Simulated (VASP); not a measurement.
Given:

```xyz
5
Lattice="3.9613 0.0000 0.0000 0.0000 3.9613 0.0000 0.0000 0.0000 3.9613" Properties=species:S:1:pos:R:3 pbc="T T T"
K      0.0000     0.0000     0.0000
Mg     1.9806     1.9806     1.9806
F      1.9806     0.0000     1.9806
F      0.0000     1.9806     1.9806
F      1.9806     1.9806     0.0000
```

Calculation: revTPSS meta-GGA, VASP's PBE PAW potentials (set 64) (plane waves; VASP). Numerical set-up: 520 eV cut-off, 6×6×6 Γ-centred mesh, Gaussian smearing of 0.050 eV, potentials K_sv Mg F.

Task: Give the stress tensor in GPa (positive for a compressed cell).

Result: 
```
2.51  0.00  0.00
0.00  2.51  0.00
0.00  0.00  2.51
```
The pressure is its mean diagonal, 2.51 GPa.

The compound is KMgF3 in the cubic perovskite structure. This cell is one point of a volume scan, at 0.97 of the reference volume.
